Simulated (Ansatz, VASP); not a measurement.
One calculation of MnHg, two programs

```
CELL_PARAMETERS angstrom
3.28800 0.00000 0.00000
0.00000 3.28800 0.00000
0.00000 0.00000 3.31300
ATOMIC_POSITIONS crystal
Mn 0.50000 0.50000 0.50000
Hg 0.00000 0.00000 0.00000
```

Alike in both runs: task single point; functional PBE; k mesh 10 × 10 × 10; occupations fermi-dirac, width 0.05 eV; collinear spin.

```csv
,VASP,Ansatz
version,VASP 6.6.1,Ansatz 0.2.0
potentials or method,"VASP PAW PBE potentials, release 64 (Mn_pv, Hg), cutoff 520 eV","all-electron LAPW, scalar-relativistic"
```

VASP gave:

* pressure (GPa): 2.1
* net moment per atom (μB): 1.93
* size of the moment on the site where the two differ most (μB): 3.78

What did Ansatz give for the same quantities?

Pressure (GPa): 1.6; net moment per atom (μB): 1.93; size of the moment on the site where the two differ most (μB): 3.89.

Site moments also hang on the region over which each program counts them. Ansatz ran all-electron here, so the differences hold the error of VASP's frozen core and of both bases.

Spin-orbit coupling is left out, which matters for the levels of Hg.
